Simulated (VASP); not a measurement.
A convergence study with VASP on SnTe (rock salt): one setting is varied, all else stays as given below, so the limit is that of these other settings. Each run relaxes cell and ions; the cell shown is the tightest run's result. The basis is that of the starting cell, so low cut-offs carry a Pulay error.

```
CELL_PARAMETERS angstrom
      0.00000     3.20590     3.20590
      3.20590     0.00000     3.20590
      3.20590     3.20590     0.00000
ATOMIC_POSITIONS crystal
  Sn 0.00000 0.00000 0.00000
  Te 0.50000 0.50000 0.50000
```

Level of theory: PBE GGA, VASP's PBE PAW potentials (set 64) (plane waves; VASP). The tightest run used: 700 eV cut-off, 6×6×6 Γ-centred mesh, Gaussian smearing of 0.050 eV, potentials Sn_d Te.

The reference is ENCUT = 700, which took about 3 core-minutes. Costs are core time on shared hosts, one run each; read them as rough ratios.

Question: Of the settings ENCUT = 200; ENCUT = 250; ENCUT = 300; ENCUT = 350; ENCUT = 400; ENCUT = 450; ENCUT = 500; ENCUT = 550; ENCUT = 600; ENCUT = 650; ENCUT = 700, which is the lowest that keeps the difference from the reference in relaxed volume (Å³/atom) within 0.1 from there on, and what does it cost?

Answer: ENCUT = 400; its cost over the reference is about 1/3.
```
setting      difference in relaxed volume (Å³/atom)  cost over the reference
-----------  --------------------------------------  -----------------------
ENCUT = 200                                   3.239     within a factor of 2
ENCUT = 250                                   0.190                about 1/4
ENCUT = 300                                   0.133                about 1/4
ENCUT = 350                                   0.182                about 1/4
ENCUT = 400                                   0.051                about 1/3
ENCUT = 450                                   0.000                about 1/3
ENCUT = 500                                   0.013     within a factor of 2
ENCUT = 550                                   0.020     within a factor of 2
ENCUT = 600                                   0.010     within a factor of 2
ENCUT = 650                                   0.001     within a factor of 2
ENCUT = 700                                   0.000                reference
```

Left out are rungs that failed or repeat a setting and relaxations that didn't move; long series are thinned to 24 rows.

The compound is SnTe in the rock salt structure, which distorts at low temperature.
